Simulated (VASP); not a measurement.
# Cd4TeO3 (P4/mmm) in VASP: relaxation of cell and atoms with PBE

Aim: the relaxation of cell and atoms of Cd4TeO3 with PBE.

Everything below comes from runs of VASP 6.6.1. Logs are shortened: lines on timing, memory, paths and dates and some standing lists are left out, and cuts for length are marked.

## (1) The crystal as given

Symmetry: P4/mmm, No. 123, tetragonal system. The conventional cell has a = 4.045 Å, b = 4.045 Å, c = 10.041 Å, α = 90.00°, β = 90.00°, γ = 90.00°. Around Cd (site symmetry 2mm) lie 4 O at 2.42 to 2.58 Å. Te (site symmetry 4/mmm) has 8 O at 3.54 Å and 8 Cd at 3.98 Å and 4 Te at 4.04 Å as nearest neighbours. Around O (site symmetry 4mm) lie 4 Cd at 2.42 Å. O (site symmetry 4/mmm) is surrounded by 8 Cd at 2.58 Å.

The cell was built by a generator and needn't be a form met in nature.

## (2) Relaxation of cell and atoms, PBE

The input, INCAR:

```
SYSTEM = Cd4TeO3
  PREC = Normal
  ENCUT = 520
  EDIFF = 1E-4
  ISMEAR = 0
  SIGMA = 0.15
  LREAL = .False.
  LASPH = .True.
  NELM = 60
  ALGO = Fast
  ISIF = 3
  LWAVE = .False.
  LCHARG = .False.
  GGA = PE
  IBRION = 2
  NSW = 24
  EDIFFG = -0.08
```

The input, KPOINTS:

```
Automatic mesh
0
Gamma
  4 4 2
  0 0 0
```

The input, POSCAR:

```
Cd4TeO3
1.0
    4.0449797000      0.0000000000      0.0000000000
    0.0000000000      4.0449797000      0.0000000000
    0.0000000000      0.0000000000     10.0411761700
Cd Te O
4 1 3
Direct
    0.0000000000      0.5000000000      0.1591199900
    0.5000000000      0.0000000000      0.1591199900
    0.0000000000      0.5000000000      0.8408800100
    0.5000000000      0.0000000000      0.8408800100
    0.0000000000      0.0000000000      0.5000000000
    0.5000000000      0.5000000000      0.2923300000
    0.5000000000      0.5000000000      0.7076700000
    0.0000000000      0.0000000000      0.0000000000
```

Potentials or basis: VASP PAW PBE potentials, release 64 (Cd, Te, O).

The run is started by

```bash
$ cat potpaw_PBE.64/Cd/POTCAR potpaw_PBE.64/Te/POTCAR potpaw_PBE.64/O/POTCAR > POTCAR
$ mpirun -np 1 vasp_std > vasp.out
```

OUTCAR:

```text
SYSTEM = Cd4TeO3
   PREC = Normal
   ENCUT = 520
   EDIFF = 1E-4
   ISMEAR = 0
   LREAL = .False.
   LASPH = .True.
   NELM = 60
   ISIF = 3
   GGA = PE
   IBRION = 2
   NSW = 24
   EDIFFG = -0.08

 ion  position               nearest neighbor table
   1  0.000  0.500  0.159-   6 2.42   6 2.42   8 2.58   8 2.58   2 2.86   2 2.86   2 2.86   2 2.86
                             3 3.20
   2  0.500  0.000  0.159-   6 2.42   6 2.42   8 2.58   8 2.58   1 2.86   1 2.86   1 2.86   1 2.86
                             4 3.20
   3  0.000  0.500  0.841-   7 2.42   7 2.42   8 2.58   8 2.58   4 2.86   4 2.86   4 2.86   4 2.86
                             1 3.20
   4  0.500  0.000  0.841-   7 2.42   7 2.42   8 2.58   8 2.58   3 2.86   3 2.86   3 2.86   3 2.86
                             2 3.20
   5  0.000  0.000  0.500-
   6  0.500  0.500  0.292-   1 2.42   2 2.42   2 2.42   1 2.42
   7  0.500  0.500  0.708-   3 2.42   4 2.42   4 2.42   3 2.42
   8  0.000  0.000  0.000-   1 2.58   2 2.58   3 2.58   4 2.58   1 2.58   3 2.58   2 2.58   4 2.58

  LATTYP: Found a simple tetragonal cell.
 ALAT       =     4.0449797000
 C/A-ratio  =     2.4823798671

  Lattice vectors:

 A1 = (   4.0449797000,   0.0000000000,   0.0000000000)
 A2 = (   0.0000000000,   4.0449797000,   0.0000000000)
 A3 = (   0.0000000000,   0.0000000000,  10.0411761700)

Analysis of symmetry for initial positions (statically):
=====================================================================
 Subroutine PRICEL returns:
 Original cell was already a primitive cell.

 Routine SETGRP: Setting up the symmetry group for a
 simple tetragonal supercell.

 Subroutine GETGRP returns: Found 16 space group operations
 (whereof 16 operations were pure point group operations)
 out of a pool of 16 trial point group operations.

The static configuration has the point symmetry D_4h.

Analysis of symmetry for dynamics (positions and initial velocities):
=====================================================================
 Subroutine PRICEL returns:
 Original cell was already a primitive cell.

 Routine SETGRP: Setting up the symmetry group for a
 simple tetragonal supercell.

 Subroutine GETGRP returns: Found 16 space group operations
 (whereof 16 operations were pure point group operations)
 out of a pool of 16 trial point group operations.

The dynamic configuration has the point symmetry D_4h.

 Subroutine INISYM returns: Found 16 space group operations
 (whereof 16 operations are pure point group operations),
 and found     1 'primitive' translations

----------------------------------------------------------------------------------------

                                     Primitive cell

  volume of cell :     164.2923

[... 90 lines left out ...]
   NSW    =     24    number of steps for IOM
   IBRION =      2    ionic relax: 0-MD 1-quasi-New 2-CG
   NFREE  =      1    steps in history (QN), initial steepest desc. (CG)
   ISIF   =      3    stress and relaxation
   ISYM   =      2    0-nonsym 1-usesym 2-fastsym
   POTIM  = 0.5000    time-step for ionic-motion
   TEBEG  =    0.0;   TEEND  =   0.0 temperature during run
   PSTRESS=    0.0 pullay stress
   NELECT =      72.0000    total number of electrons
   NUPDOWN=      -1.0000    fix difference up-down
   EMIN   =  10.00;   EMAX   =-10.00  energy-range for DOS
   EFERMI =   0.00;   METHOD = LEGACY
   ISMEAR =     0;   SIGMA  =   0.15  broadening in eV -4-tet -1-fermi 0-gaus
   EFERMI_NEDOS =   21; number of points for ismear=-14 and -15
   IALGO  =     68    algorithm
   IMIX   =      4    mixing-type and parameters
     AMIX     =   0.40;   BMIX     =  1.00
     AMIX_MAG =   1.60;   BMIX_MAG =  1.00
  volume/ion in A,a.u.               =      20.54       138.59
  Fermi-wavevector in a.u.,A,eV,Ry     =   1.243502  2.349878 21.038659  1.546298
  Thomas-Fermi vector in A             =   2.377810
   LORBIT       =      0    0 simple, 1 ext, 2 COOP (PROOUT), +10 PAW based schemes
   GGA     = PE    functional components
   LHFCALC =     F    Hartree Fock is set to
   AEXX    =    0.0000 exact exchange contribution
   IVDW    =     0    specifies the selected vdW correction
   LEPSILON=     F    determine dielectric tensor
   LRPA    =     F    only Hartree local field effects (RPA)
 conjugate gradient relaxation of ions
 non-spin polarized calculation
 RMM-DIIS sequential band-by-band and
 Gauss-broadening in eV      SIGMA  =   0.15
  energy-cutoff  :      520.00
  volume of cell :      164.29
 maximum number of plane-waves:      4438
   NGX = 15   NGY = 15   NGZ = 37

--------------------------------------- Ionic step        1  -------------------------------------------

 number of electron      71.9999863 magnetization

 Free energy of the ion-electron system (eV)
  ---------------------------------------------------
  ext. energy  EPLUGINS =         0.00000000
  ---------------------------------------------------
  free energy    TOTEN  =       -22.00592745 eV

  energy without entropy =      -21.94358353  energy(sigma->0) =      -21.97475549

 E-fermi :   1.9795     XC(G=0):  -9.8623

 val. band max:        1.9671745256   @ k =   0.5000   0.0000   0.5000
 cond. band min:       2.1610452958   @ k =   0.5000   0.2500   0.5000
 fundamental gap:      0.1938707702
 Fermi energy:         1.9795310494

 k-point     1 :       0.0000    0.0000    0.0000
  band No.  band energies     occupation
      1     -16.1792      2.00000
      2     -15.0755      2.00000
      3     -15.0669      2.00000
      4      -8.0522      2.00000
      5      -7.7383      2.00000
      6      -7.7037      2.00000
[... 660 lines left out ...]
  FREE ENERGIE OF THE ION-ELECTRON SYSTEM (eV)
  ---------------------------------------------------
  free  energy   TOTEN  =       -23.2526265263 eV

  energy  without entropy=      -23.2301842974  energy(sigma->0) =      -23.24140541

[... ionic steps 4 to 17 ...]

--------------------------------------- Ionic step       18  -------------------------------------------

 number of electron      71.9999770 magnetization

------------------------ aborting loop because EDIFF is reached ----------------------------------------
[... 79 lines left out ...]
--------------------------------------- Ionic step       20  -------------------------------------------

 number of electron      71.9999808 magnetization

 Free energy of the ion-electron system (eV)
  ---------------------------------------------------
  ext. energy  EPLUGINS =         0.00000000
  ---------------------------------------------------
  free energy    TOTEN  =       -25.45035806 eV

  energy without entropy =      -25.43932155  energy(sigma->0) =      -25.44483981

 E-fermi :   2.4059     XC(G=0): -10.2969

 val. band max:        2.3150055782   @ k =   0.5000   0.0000   0.0000
 cond. band min:       2.8905144427   @ k =   0.5000   0.0000   0.0000
 fundamental gap:      0.5755088645
 Fermi energy:         2.4059337417

 k-point     1 :       0.0000    0.0000    0.0000
  band No.  band energies     occupation
      1     -15.3494      2.00000
      2     -15.2149      2.00000
      3     -14.0326      2.00000
      4      -8.1976      2.00000
      5      -6.1121      2.00000
      6      -6.0684      2.00000
[... 576 lines left out ...]
  FREE ENERGIE OF THE ION-ELECTRON SYSTEM (eV)
  ---------------------------------------------------
  free  energy   TOTEN  =       -25.4503580614 eV

  energy  without entropy=      -25.4393215507  energy(sigma->0) =      -25.44483981

 reached required accuracy - stopping structural energy minimisation
```

CONTCAR:

```text
Cd4TeO3
   1.00000000000000
     4.4200257289824005   -0.0000000000000000   -0.0000000000000000
     0.0000000000000000    4.4200257289824005   -0.0000000000000000
    -0.0000000000000000    0.0000000000000000    7.6115998191130956
  Cd              Te              O
     4     1     3
Direct
     0.0000000000000000    0.5000000000000000    0.2046918616498980
     0.5000000000000000    0.0000000000000000    0.2046918616498980
     0.0000000000000000    0.5000000000000000    0.7953081383501019
     0.5000000000000000    0.0000000000000000    0.7953081383501019
     0.0000000000000000    0.0000000000000000    0.5000000000000000
     0.5000000000000000    0.5000000000000000    0.2049246084609075
     0.5000000000000000    0.5000000000000000    0.7950753915390923
     0.0000000000000000    0.0000000000000000    0.0000000000000000

  0.00000000E+00  0.00000000E+00  0.00000000E+00
  0.00000000E+00  0.00000000E+00  0.00000000E+00
  0.00000000E+00  0.00000000E+00  0.00000000E+00
  0.00000000E+00  0.00000000E+00  0.00000000E+00
  0.00000000E+00  0.00000000E+00  0.00000000E+00
  0.00000000E+00  0.00000000E+00  0.00000000E+00
  0.00000000E+00  0.00000000E+00  0.00000000E+00
  0.00000000E+00  0.00000000E+00  0.00000000E+00
```

It took 6.3 min on 1 thread of Intel Xeon Platinum 8488C (Sapphire Rapids), shared host; peak memory 0.22 GiB.

What came out:

```yaml
Free_energy: -25.4504 eV
Relaxed_volume: 18.59 Å³/atom
Relaxed_cell: a = 4.420 Å, b = 4.420 Å, c = 7.612 Å, α = 90.00°, β = 90.00°, γ = 90.00°
Space_group_after_relaxing_to_0.05_Å: P4/mmm (No. 123)
Energy_gained_by_relaxing: 430.6 meV/atom
Ionic_steps: 20
Pressure_after_relaxing: -0.4 GPa
Largest_force_after_relaxing: 0.071 eV/Å
Band_gap_on_the_k_mesh: none (metal or under the smearing width)
```

Forces on the atoms (eV/Å):
```
Cd   0.000  0.000  0.038
Cd   0.000  0.000  0.038
Cd   0.000  0.000 -0.038
Cd   0.000  0.000 -0.038
Te   0.000  0.000  0.000
O    0.000  0.000 -0.071
O    0.000  0.000  0.071
O    0.000  0.000  0.000
```

The path:
```csv
step,energy change (eV),largest force (eV/Å),pressure (GPa),volume (Å³)
1,0.0000,2.0765,-3.30,164.29
2,-0.8983,1.1777,0.75,154.28
3,-1.2467,0.3341,9.44,141.41
4,-1.7159,0.3895,6.82,144.09
5,-2.8150,0.9942,-0.53,150.78
6,-0.2612,0.6138,-8.75,156.94
7,-2.7029,1.2936,-3.43,152.69
8,-2.9919,0.6749,-4.42,151.23
9,-2.9939,0.6210,-4.32,151.07
10,-3.3145,0.3066,0.55,143.61
11,-3.3276,0.2778,2.36,141.73
12,-3.3884,0.2454,1.38,144.13
13,-3.4183,0.1930,0.03,147.72
14,-3.4182,0.1913,-0.14,147.85
15,-3.4240,0.1783,-0.08,147.80
16,-3.4351,0.1436,0.25,147.66
17,-3.4276,0.0819,1.02,147.35
18,-3.4371,0.1223,0.48,147.57
19,-3.4417,0.1032,0.16,148.01
20,-3.4444,0.0710,-0.37,148.70
```

Final structure:
```xyz
8
Lattice="4.4200 0.0000 0.0000 0.0000 4.4200 0.0000 0.0000 0.0000 7.6116" Properties=species:S:1:pos:R:3 pbc="T T T"
Cd    0.0000    2.2100    1.5580
Cd    2.2100    0.0000    1.5580
Cd    0.0000    2.2100    6.0536
Cd    2.2100    0.0000    6.0536
Te    0.0000    0.0000    3.8058
O     2.2100    2.2100    1.5598
O     2.2100    2.2100    6.0518
O     0.0000    0.0000    0.0000
```

Caveat: the k mesh is coarse (spacing up to 0.39 Å⁻¹), so the values aren't converged; the relaxation stopped at a loose force limit of 0.08 eV/Å, so its end isn't a converged minimum. Spin-orbit coupling is left out, which matters for the levels of Te.
